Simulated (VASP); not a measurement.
Consider the following.

```xyz
6
Lattice="3.9944 0.0000 0.0000 0.0000 3.9944 0.0000 0.0000 0.0000 3.9944" Properties=species:S:1:pos:R:3 pbc="T T T"
Tc     1.9972     1.9972     0.0000
Tc     0.0000     1.9972     1.9972
Tc     1.9972     0.0000     1.9972
N      0.0000     0.0000     1.9972
N      1.9972     0.0000     0.0000
N      0.0000     1.9972     0.0000
```

All values below come from PBEsol GGA, VASP's PBE PAW potentials (set 64) (plane waves; VASP). Run with 520 eV cut-off, Gaussian smearing of 0.050 eV, potentials Tc_pv N.

Question: Give the energies of bands 18 to 31 at the high-symmetry points, in eV from the Fermi level.

Answer: 
| band | Γ | X | M | R |
|---|---|---|---|---|
| 18 | -4.99 | -4.59 | -6.21 | -8.04 |
| 19 | -4.99 | -3.89 | -5.16 | -8.04 |
| 20 | -2.93 | -3.89 | -5.16 | -3.52 |
| 21 | -2.93 | -3.72 | -3.72 | -3.52 |
| 22 | -2.93 | -3.72 | -3.33 | -3.52 |
| 23 | -1.75 | -3.33 | -2.76 | -2.93 |
| 24 | -1.75 | -2.21 | -2.76 | -2.93 |
| 25 | -1.75 | -2.05 | -1.05 | 0.16 |
| 26 | -1.47 | -2.05 | -0.74 | 0.61 |
| 27 | -1.47 | -1.02 | -0.60 | 0.61 |
| 28 | -1.47 | -0.04 | 0.85 | 0.61 |
| 29 | -0.23 | 0.44 | 0.85 | 2.15 |
| 30 | -0.23 | 0.44 | 1.55 | 2.15 |
| 31 | 0.14 | 1.57 | 1.55 | 2.46 |

It has no gap at this level: it comes out as a metal or semimetal.

The structure comes from a computed database's TcN entry (Pm-3m); how it stands against other phases isn't given here. It was relaxed first.
